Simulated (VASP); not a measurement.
# B2C (I4_1/amd) in VASP: phonons with PBE

Aim: the phonons of B2C with PBE.

All numbers are computed with VASP 6.6.1; they aren't measurements. Logs are shortened: lines on timing, memory, paths and dates and some standing lists are left out, and cuts for length are marked.

**1. The crystal as given**

Symmetry: I4_1/amd, No. 141, tetragonal system. Conventional cell: a = 2.739 Å, b = 2.739 Å, c = 11.774 Å, α = 90.00°, β = 90.00°, γ = 90.00°. Around B (site symmetry 2mm) lie 2 C at 1.57 Å. C (site symmetry -4m2) has 4 B at 1.57 Å as nearest neighbours.

The cell was built by a generator and needn't be a form met in nature.

**2. Phonons, PBE**

File POSCAR:

```
B2C
1.0
   -1.3694700000      1.3694700000      5.8872300000
    1.3694700000     -1.3694700000      5.8872300000
    1.3694700000      1.3694700000     -5.8872300000
B C
4 2
Direct
    0.4350880000      0.9350880000      0.5000000000
    0.0649120000      0.5649120000      0.5000000000
    0.3149120000      0.3149120000      0.0000000000
    0.6850880000      0.6850880000      0.0000000000
    0.0000000000      0.0000000000      0.0000000000
    0.7500000000      0.2500000000      0.5000000000
```

File INCAR.step1:

```
SYSTEM = B2C
  PREC = Accurate
  ENCUT = 520
  EDIFF = 1E-8
  ISMEAR = 0
  SIGMA = 0.1
  LREAL = .False.
  LASPH = .True.
  NELM = 60
  ALGO = Normal
  ISIF = 3
  LWAVE = .False.
  LCHARG = .False.
  GGA = PE
  KPAR = 4
  IBRION = 2
  NSW = 40
  EDIFFG = -0.002
```

File INCAR.step2:

```
SYSTEM = B2C
  PREC = Accurate
  ENCUT = 520
  EDIFF = 1E-8
  ISMEAR = 0
  SIGMA = 0.1
  LREAL = .False.
  LASPH = .True.
  NELM = 60
  ALGO = Normal
  ISIF = 2
  LWAVE = .False.
  LCHARG = .False.
  GGA = PE
  KPAR = 4
  IBRION = 6
  NFREE = 2
  POTIM = 0.015
  NSW = 1
```

File KPOINTS:

```
Automatic mesh
0
Gamma
  16 16 16
  0 0 0
```

Potentials or basis: VASP PAW PBE potentials, release 64 (B, C).

The run is started by

```bash
$ cat potpaw_PBE.64/B/POTCAR potpaw_PBE.64/C/POTCAR > POTCAR
$ cp INCAR.step1 INCAR
$ mpirun -np 4 vasp_std > vasp.out
$ cp CONTCAR POSCAR
$ cp INCAR.step2 INCAR
$ mpirun -np 4 vasp_std > vasp.out
```

OUTCAR:

```text
SYSTEM = B2C
   PREC = Accurate
   ENCUT = 520
   EDIFF = 1E-8
   ISMEAR = 0
   LREAL = .False.
   LASPH = .True.
   NELM = 60
   ISIF = 2
   GGA = PE
   IBRION = 6
   NFREE = 2
   POTIM = 0.015
   NSW = 1

 ion  position               nearest neighbor table
   1  0.435  0.935  0.500-   5 1.57   5 1.57   3 1.97   3 1.97
   2  0.065  0.565  0.500-   5 1.57   5 1.57   4 1.97   4 1.97
   3  0.315  0.315  0.000-   6 1.57   6 1.57   1 1.97   1 1.97
   4  0.685  0.685  0.000-   6 1.57   6 1.57   2 1.97   2 1.97
   5  0.000  0.000  0.000-   2 1.57   1 1.57   2 1.57   1 1.57
   6  0.750  0.250  0.500-   3 1.57   4 1.57   3 1.57   4 1.57

  LATTYP: Found a body centered tetragonal cell.
 ALAT       =     2.7390964493
 C/A-ratio  =     4.2988470774

  Lattice vectors:

 A1 = (  -1.3695482247,   1.3695482247,   5.8874783829)
 A2 = (   1.3695482247,  -1.3695482247,   5.8874783829)
 A3 = (   1.3695482247,   1.3695482247,  -5.8874783829)

Analysis of symmetry for initial positions (statically):
=====================================================================
 Subroutine PRICEL returns:
 Original cell was already a primitive cell.

 Routine SETGRP: Setting up the symmetry group for a
 body centered tetragonal supercell.

 Subroutine GETGRP returns: Found 16 space group operations
 (whereof  8 operations were pure point group operations)
 out of a pool of 16 trial point group operations.

The static configuration has the point symmetry D_2d.
 The point group associated with its full space group is D_4h.

Analysis of symmetry for dynamics (positions and initial velocities):
=====================================================================
 Subroutine PRICEL returns:
 Original cell was already a primitive cell.

 Routine SETGRP: Setting up the symmetry group for a
 body centered tetragonal supercell.

 Subroutine GETGRP returns: Found 16 space group operations
 (whereof  8 operations were pure point group operations)
 out of a pool of 16 trial point group operations.

The dynamic configuration has the point symmetry D_2d.
 The point group associated with its full space group is D_4h.

 Subroutine INISYM returns: Found 16 space group operations
 (whereof  8 operations are pure point group operations),
 and found     1 'primitive' translations

[... 363 lines left out ...]

  energy without entropy =      -43.27791549  energy(sigma->0) =      -43.28112630

 E-fermi :   5.4383     XC(G=0): -11.7223

 val. band max:        5.4379426973   @ k =  -0.0000   0.5000  -0.1250
 cond. band min:       5.4383320640   @ k =   0.3750   0.1875   0.1250
 fundamental gap:      0.0003893667
 Fermi energy:         5.4383147767

 k-point     1 :       0.0000    0.0000    0.0000
  band No.  band energies     occupation
      1     -10.5206      2.00000
      2      -8.7305      2.00000
      3      -4.6619      2.00000
      4       2.1164      2.00000
      5       2.1627      2.00000
      6       2.2526      2.00000
      7       2.5289      2.00000
      8       2.5723      2.00000
      9       3.0055      2.00000
     10       8.9777      0.00000
     11      10.0965      0.00000
     12      10.1552      0.00000
     13      11.0415      0.00000
     14      11.9837      0.00000
[... 377 lines left out ...]
      1     -10.4063      2.00000
      2      -8.6269      2.00000
      3      -4.5404      2.00000
      4       1.4931      2.00000
      5       1.9712      2.00000
      6       2.2215      2.00000
      7       2.2526      2.00000
      8       2.6861      2.00000
      9       3.0923      2.00000
     10       8.4644      0.00000
     11       9.5856      0.00000
     12       9.7820      0.00000
     13      11.8165      0.00000
     14      12.3920      0.00000

 [... further k-points ...]
[... 5 lines left out ...]
  --------------------------------------------------------------------------------------
  -------------------------------------------------------------------------------------
  Total       -0.0327990      0.0412021     -0.0043809      0.0000000      0.0000000      0.0000000
  in kB       -1.1896704      1.4944650     -0.1589006      0.0000000      0.0000000      0.0000000
  external PRESSURE =       0.0486313 kB  Pullay stress =       0.0000000 kB
[... 21 lines left out ...]
  FREE ENERGIE OF THE ION-ELECTRON SYSTEM (eV)
  ---------------------------------------------------
  free  energy   TOTEN  =       -43.2843371130 eV

  energy  without entropy=      -43.2779154922  energy(sigma->0) =      -43.28112630

 INTERNAL STRAIN TENSORS FROM DISPLACED ATOMS
 ============================================

 INTERNAL STRAIN TENSOR FOR ION    1 for displacements in x,y,z  (eV/Angst):
          X           Y           Z          XY          YZ          ZX
  --------------------------------------------------------------------------------
  x     0.00000     0.00000     0.00000     0.00000     0.00000     0.19161
  y     0.00000     0.00000     0.00000     0.00000    15.66202     0.00000
  z     4.53314     4.92783     6.43329     0.00000     0.00000     0.00000

 INTERNAL STRAIN TENSOR FOR ION    6 for displacements in x,y,z  (eV/Angst):
          X           Y           Z          XY          YZ          ZX
  --------------------------------------------------------------------------------
  x     0.00000     0.00000     0.00000     0.00000     0.00000   -17.00886
  y     0.00000     0.00000     0.00000     0.00000    17.00885     0.00000
  z    -2.47161     2.47161     0.00000     0.00000     0.00000     0.00000

 Eigenvectors and eigenvalues of the dynamical matrix
 ----------------------------------------------------

   1 f  =   32.303953 THz   202.971724 2PiTHz 1077.543892 cm-1   133.598355 meV
             X         Y         Z           dx          dy          dz
      1.369548  0.000000  5.123295     0.015200    0.176625    0.000000
      1.369548  0.000000  0.764183     0.473217    0.005673   -0.000000
      0.000000  0.000000  3.707923     0.015200    0.176625    0.000000
      0.000000  0.000000  8.067034     0.473217    0.005673   -0.000000
      0.000000  0.000000  0.000000    -0.463354   -0.172944    0.000000
     -0.000000  1.369548  2.943739    -0.463354   -0.172944    0.000000
[... 145 lines left out ...]
  18 f/i=    9.077080 THz    57.032977 2PiTHz  302.778805 cm-1    37.539771 meV
             X         Y         Z           dx          dy          dz
      1.369548  0.000000  5.123295     0.336665    0.003192   -0.000000
      1.369548  0.000000  0.764183    -0.001732   -0.620292   -0.000000
      0.000000  0.000000  3.707923    -0.336665   -0.003192   -0.000000
      0.000000  0.000000  8.067034     0.001732    0.620292    0.000000
      0.000000  0.000000  0.000000    -0.020690    0.038121   -0.000000
     -0.000000  1.369548  2.943739     0.020690   -0.038121   -0.000000

 ELASTIC MODULI CONTR FROM IONIC RELAXATION (kBar)
 Direction    XX          YY          ZZ          XY          YZ          ZX
 --------------------------------------------------------------------------------
 XX        -148.7596    -94.2742   -165.2585      0.0000      0.0000     -0.0000
 YY         -94.2742   -148.7596   -165.2585      0.0000      0.0000     -0.0000
 ZZ        -165.2585   -165.2585   -224.7455      0.0000      0.0000     -0.0000
 XY           0.0000      0.0000      0.0000      0.0000      0.0000      0.0000
 YZ           0.0000      0.0000      0.0000      0.0000   -848.4070     -0.0000
 ZX          -0.0000     -0.0000     -0.0000      0.0000     -0.0000   -848.4075
 --------------------------------------------------------------------------------
```

OUTCAR.step1:

```text
SYSTEM = B2C
   PREC = Accurate
   ENCUT = 520
   EDIFF = 1E-8
   ISMEAR = 0
   LREAL = .False.
   LASPH = .True.
[... 705 lines left out ...]
      0.00000      0.00000      0.00000        -0.000000     -0.000000      0.000000
     -0.00000      1.36955      2.94374        -0.000000     -0.000000      0.000000
 -----------------------------------------------------------------------------------
    total drift:                                0.000000      0.000000      0.000000

  FREE ENERGIE OF THE ION-ELECTRON SYSTEM (eV)
  ---------------------------------------------------
  free  energy   TOTEN  =       -43.2865454407 eV

  energy  without entropy=      -43.2801125339  energy(sigma->0) =      -43.28332899

 reached required accuracy - stopping structural energy minimisation
```

It took 43 min on 4 MPI ranks of AMD EPYC 9R14 (Zen 4), shared host; peak memory 1.1 GiB.

Results:

```yaml
Highest_phonon_frequency_at_Γ_LO-TO_splitting_left_out: 1078 cm⁻¹
Most_unstable_mode: 303i cm⁻¹
```

Phonon frequencies in cm⁻¹ (negative: imaginary):
| q point | frequencies |
| --- | --- |
| (0.000, 0.000, 0.000) | -303 -303 0 0 0 359 359 445 445 477 689 732 820 886 1051 1051 1078 1078 |

Caveat: some modes are imaginary.
